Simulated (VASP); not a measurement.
Crystal: W.

```
W
1.0
    -1.60075    1.60075    1.60075
     1.60075   -1.60075    1.60075
     1.60075    1.60075   -1.60075
W
1
Cartesian
  0.0000 0.0000 0.0000
```

```yaml
Program: VASP 6.6.1
Task: relaxation of cell and atoms
Functional: PBEsol
Potentials_or_basis: VASP PAW PBE potentials, release 64 (W_sv)
Cutoff: 600 eV
k_mesh: 18 × 18 × 18
Occupations: gaussian, width 0.1 eV
Spin: no spin polarisation
```

At the start: pressure -12.7 GPa; volume 16.41 Å³/atom.

Question: How do energy, volume and symmetry change on relaxing?

Answer: Over 7 steps the energy falls by 28.0 meV/atom and the volume is 15.73 Å³/atom (-4.1 %); space group Im-3m (No. 229, to 0.05 Å).

The path:
```
step  energy change (eV)  largest force (eV/Å)  pressure (GPa)  volume (Å³)
   1              0.0000                0.0000          -12.69        16.41
   2              0.3840                0.0000           67.39        13.51
   3             -0.0279                0.0000           -1.02        15.78
   4             -0.0280                0.0000           -0.16        15.73
   5             -0.0280                0.0000            0.12        15.72
   6             -0.0280                0.0000           -0.34        15.74
   7             -0.0280                0.0000            0.01        15.73
```

Final structure:
```
W
1.0
    -1.57829    1.57829    1.57829
     1.57829   -1.57829    1.57829
     1.57829    1.57829   -1.57829
W
1
Direct
  0.00000 0.00000 0.00000
```

Caveat: the PAW data sets were made with another functional, which shifts forces and pressure a little.
